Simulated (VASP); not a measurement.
Input:

```cif
data_Al8Pt4
_chemical_formula_sum 'Al8 Pt4'
_space_group_name_H-M_alt 'Fm-3m'
_space_group_IT_number 225
_space_group_name_Hall '-F 4 2 3'
_cell_length_a 5.90911
_cell_length_b 5.90911
_cell_length_c 5.90911
_cell_angle_alpha 90.000
_cell_angle_beta 90.000
_cell_angle_gamma 90.000
loop_
_atom_site_label
_atom_site_type_symbol
_atom_site_symmetry_multiplicity
_atom_site_Wyckoff_symbol
_atom_site_fract_x
_atom_site_fract_y
_atom_site_fract_z
_atom_site_occupancy
Al1 Al 8 c 0.25000 0.25000 0.25000 1
Pt1 Pt 4 a 0.00000 0.00000 0.00000 1
```
(The calculation used a cell of 3 atoms; values per cell refer to that cell.)

Level of theory: vdW-DF-cx, VASP's PBE PAW potentials (set 64) (plane waves; VASP). Settings: 520 eV cut-off, 9×9×9 Γ-centred mesh, first-order Methfessel-Paxton smearing of 0.10 eV, potentials Al Pt.

**Question.** Give the energy at these volumes per atom, relative to the lowest: 16.16, 16.68, 17.19, 17.71, 18.23 Å³.

**Answer.** 29.8, 7.0, 0.0, 6.3, 24.0 meV/atom. A third-order Birch-Murnaghan fit gives B0 = 138 GPa and B0′ = 4.4.

The compound is PtAl2 in the fluorite structure. It was relaxed first.
